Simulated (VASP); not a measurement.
Given:

```xyz
3
Lattice="1.6624 -2.8794 0.0000 1.6624 2.8794 0.0000 0.0000 0.0000 5.1171" Properties=species:S:1:pos:R:3 pbc="T T T"
Zr     0.0000     0.0000     0.0000
S      1.6624     0.9598     1.5306
S      1.6624    -0.9598     3.5865
```

These are PBE GGA, VASP's PBE PAW potentials (set 64) (plane waves; VASP 6.6.1) values and carry that method's errors. Numerical set-up: 500 eV cut-off, 11×11×6 Γ-centred mesh, first-order Methfessel-Paxton smearing of 0.10 eV, potentials Zr_sv S.

Energy and stress use the plane-wave basis of the starting cell. Without a dispersion term in the relaxation, distances and binding between the weakly bound layers, chains or molecules are unreliable, and so is what depends on them.

Question: The ions, cell shape and volume at an external pressure of 45.0 GPa are relaxed. Predict the relaxed structure.

Answer: 
```xyz
3
Lattice="1.5936 -2.7602 0.0000 1.5936 2.7602 0.0000 0.0000 0.0000 5.0635" Properties=species:S:1:pos:R:3 pbc="T T T"
Zr     0.0000     0.0000     0.0000
S      1.5936     0.9201     1.5784
S      1.5936    -0.9201     3.4850
```
Space group P-3m1 (164), at a tolerance of 0.03 Å.

Question: How do energy and volume change from the first to the last step?

Answer: The energy (σ→0) changes by +343.8 meV/atom and the volume by -9.1 %, in 11 ionic steps.

```json
[
 {"step": "1", "E(σ→0) (eV)": "-20.0095", "max force (eV/Å)": "0.005", "pressure (GPa)": "30.04", "volume (Å³)": "48.99"},
 {"step": "2", "E(σ→0) (eV)": "-16.2585", "max force (eV/Å)": "4.175", "pressure (GPa)": "100.44", "volume (Å³)": "38.96"},
 {"step": "3", "E(σ→0) (eV)": "-19.3594", "max force (eV/Å)": "0.877", "pressure (GPa)": "43.94", "volume (Å³)": "46.15"},
 {"step": "4", "E(σ→0) (eV)": "-19.3124", "max force (eV/Å)": "0.935", "pressure (GPa)": "44.89", "volume (Å³)": "45.98"},
 {"step": "5", "E(σ→0) (eV)": "-19.1466", "max force (eV/Å)": "0.319", "pressure (GPa)": "44.75", "volume (Å³)": "45.19"},
 {"step": "6", "E(σ→0) (eV)": "-19.0010", "max force (eV/Å)": "0.139", "pressure (GPa)": "44.70", "volume (Å³)": "44.64"},
 {"step": "7", "E(σ→0) (eV)": "-19.0177", "max force (eV/Å)": "0.090", "pressure (GPa)": "44.76", "volume (Å³)": "44.70"},
 {"step": "8", "E(σ→0) (eV)": "-18.9593", "max force (eV/Å)": "0.020", "pressure (GPa)": "45.46", "volume (Å³)": "44.48"},
 {"step": "9", "E(σ→0) (eV)": "-18.9597", "max force (eV/Å)": "0.020", "pressure (GPa)": "45.47", "volume (Å³)": "44.48"},
 {"step": "10", "E(σ→0) (eV)": "-19.0260", "max force (eV/Å)": "0.075", "pressure (GPa)": "43.84", "volume (Å³)": "44.72"},
 {"step": "11", "E(σ→0) (eV)": "-18.9781", "max force (eV/Å)": "0.006", "pressure (GPa)": "45.01", "volume (Å³)": "44.55"}
]
```

The compound is ZrS2 in the 1T layered structure. This run relaxes it under an external pressure of 45 GPa. Symmetry was kept, so distortions that lower it aren't found.
